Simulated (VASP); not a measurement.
Here is the system:

```
CaF2
1.0
    0.00000     2.67905     2.72461
    2.73721     0.00000     2.72461
    2.73721     2.67905     0.00000
Ca F
1 2
Cartesian
  0.00000   0.00000   0.00000
  1.36861   1.33953   1.36230
  4.17702   4.01858   4.08691
```

Calculation: PBE GGA, VASP's PBE PAW potentials (set 64) (plane waves; VASP). Run with EDIFF = 1E-2, 520 eV cut-off, 6×6×6 Γ-centred mesh, Gaussian smearing of 0.050 eV, potentials Ca_sv F.

### Question
Which forces act on the atoms, in eV/Å?

### Answer

```
atom      Fx     Fy     Fz
----  ------  -----  -----
Ca1    0.180  0.000  0.000
F2     0.175  0.000  0.000
F3    -0.355  0.000  0.000
```

### Question
Give the stress tensor in GPa (positive for a compressed cell).

### Answer

```
2.83  0.00  0.00
0.00  5.30  0.95
0.00  0.95  3.29
```
The pressure is its mean diagonal, 3.81 GPa.

The compound is CaF2 in the fluorite structure. The cell was not relaxed at this level, atoms are displaced from their ideal sites. The run is one of a series of settings (EDIFF = 1E-2 against the base run), some of them coarse on purpose.
